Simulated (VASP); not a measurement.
The input files of a VASP run:

### POSCAR
```
RbCl
1
    0.0000000000     3.3520536374     3.3520536374
    3.3520536374     0.0000000000     3.3520536374
    3.3520536374     3.3520536374     0.0000000000
Rb Cl
1 1
Direct
  0.0000000000   0.0000000000   0.0000000000
  0.5000000000   0.5000000000   0.5000000000
```

INCAR:
```
SYSTEM = RbCl
PREC = Accurate; ENCUT = 480; LREAL = F
LASPH = T
EDIFF = 1E-7; NELM = 100; ALGO = Normal
LMAXMIX = 4
ISMEAR = 0; SIGMA = 0.05
GGA = PE
ISIF = 2
LWAVE = F; LCHARG = F
```

**KPOINTS**
```
Automatic mesh
0
Gamma
6 6 6
0 0 0
```

POTCAR, in this order: Rb_sv Cl (PBE.64 set). Program: vasp_std.

Translate this PBE calculation to Ansatz.

One equivalent input (not run):
Ansatz 0.2 input:
```yaml
crystal:
  lattice:
    - [0.0000000, 3.3520536, 3.3520536]
    - [3.3520536, 0.0000000, 3.3520536]
    - [3.3520536, 3.3520536, 0.0000000]
  atoms:
    - { symbol: Rb, position: [0.0000000, 0.0000000, 0.0000000] }
    - { symbol: Cl, position: [0.5000000, 0.5000000, 0.5000000] }
kpoints:
  mp_grid: { grid: [6, 6, 6] }
hamiltonian:
  xc: pbe
  pseudopotentials: { kind: paw }
scf:
  occupations: { method: gaussian, width: 0.05 }
  max_iter: 100
output: { forces: true, stress: true, eigenvalues: true }
```
Limits of the translation: each code has its own PAW files, so the cut-off isn't converted (ENCUT is set for VASP's; basis.ecutwfc is left out, and Ansatz then takes the one that its files recommend); Ansatz stops its SCF on the density residual and VASP on the energy change (EDIFF).

The compound is RbCl in the rock salt structure. It was relaxed first, which changed the volume by +6 %.
